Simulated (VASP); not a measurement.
Calculation: PBE GGA, VASP's PBE PAW potentials (set 64) (plane waves; VASP).

VASP input:

### INCAR
```
# general
SYSTEM  = HfNb
PREC    = Accurate
ENCUT   = 300
LREAL   = .FALSE.
LASPH   = .TRUE.

# electronic loop
EDIFF   = 1E-6
NELM    = 100
ALGO    = Normal
LMAXMIX = 6

# smearing
ISMEAR  = -1
SIGMA   = 0.136

# functional
GGA     = PE

# ions
ISIF    = 2

# output
LWAVE   = .FALSE.
LCHARG  = .FALSE.
```

File KPOINTS:
```
Regular mesh
0
gamma
 9 9 9
0 0 0
```

POSCAR:
```
HfNb
1
    1.5568600000     0.8988540000     4.9742640000
   -1.5568600000     0.8988540000     4.9742640000
    0.0000000000    -1.7977070000     4.9742640000
Nb Hf
1 1
Direct
 -0.0017310000   0.0151510000  -0.0156060000
  0.5017310000   0.4848490000   0.5156060000
```

POTCAR, in this order: Nb_sv Hf_pv (PBE.64 set). Program: vasp_std.

At this cut-off the stress carries a Pulay error, which pulls relaxed volumes low. Unless said otherwise, spin-orbit coupling is left out, though it shifts the bands of the heavy elements here.

Task: Estimate the energy per atom (σ→0), pressure, largest force, band gap (on the k-mesh).

Result: 
```
Quantity                                                     Value
------------------------  ----------------------------------------
energy per atom (σ→0)                               -9.836 eV/atom
band gap (on the k-mesh)  none (metal, semimetal or under 0.01 eV)
pressure                                                 -3.09 GPa
largest force                                           0.142 eV/Å
```

File OSZICAR:
```
...
DAV:   7    -0.205581417123E+02   -0.55644E+00   -0.12552E+01 15949   0.116E+01    0.218E+01
DAV:   8    -0.197643904065E+02    0.79375E+00   -0.58489E+00 16785   0.916E+00    0.371E+00
DAV:   9    -0.197643042431E+02    0.86163E-04   -0.11034E-01 14336   0.237E+00    0.148E+00
DAV:  10    -0.197636033524E+02    0.70089E-03   -0.84892E-03 17083   0.755E-01    0.247E-01
DAV:  11    -0.197635610277E+02    0.42325E-04   -0.76031E-04 16788   0.209E-01    0.149E-01
DAV:  12    -0.197635530965E+02    0.79312E-05   -0.64784E-05 15437   0.556E-02    0.345E-02
DAV:  13    -0.197635534099E+02   -0.31340E-06   -0.43174E-06 14554   0.173E-02
   1 F= -.19763553E+02 E0= -.19671008E+02  d E =-.185092E+00
```

The structure was generated: HfNb was put into an ordered model structure, which need not be its known phase. The cell was not relaxed at this level, atoms are displaced from their ideal sites. The electron count is odd and the run is not spin-polarised, which forces a metal.
